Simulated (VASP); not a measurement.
Data:

```xyz
3
Lattice="-1.5625 1.5625 3.8463 1.5625 -1.5625 3.8463 1.5625 1.5625 -3.8463" Properties=species:S:1:pos:R:3 pbc="T T T"
Si     0.0000     0.0000     5.1241
Si     0.0000     0.0000     2.5685
Mo     0.0000     0.0000     0.0000
```

These are PBE GGA, VASP's PBE PAW potentials (set 64) (plane waves; VASP) values and carry that method's errors. Numerical set-up: 500 eV cut-off, 14×14×14 Γ-centred mesh, first-order Methfessel-Paxton smearing of 0.10 eV, potentials Si Mo_sv.

Energy and stress use the plane-wave basis of the starting cell.

Problem. The ions, cell shape and volume at an external pressure of 30.0 GPa are relaxed. Give the cell that the relaxation ends in.

Solution. 
```xyz
3
Lattice="-1.5439 1.5439 3.8116 1.5439 -1.5439 3.8116 1.5439 1.5439 -3.8116" Properties=species:S:1:pos:R:3 pbc="T T T"
Si     0.0000     0.0000     5.0800
Si     0.0000     0.0000     2.5432
Mo     0.0000     0.0000     0.0000
```
Space group I4/mmm (139), at a tolerance of 0.03 Å.

Problem. How do energy and volume change from the first to the last step?

Solution. The energy (σ→0) changes by +63.4 meV/atom and the volume by -3.2 %, in 7 ionic steps.

The compound is MoSi2 in the MoSi2 type structure. This run relaxes it under an external pressure of 30 GPa. Symmetry was kept, so distortions that lower it aren't found.
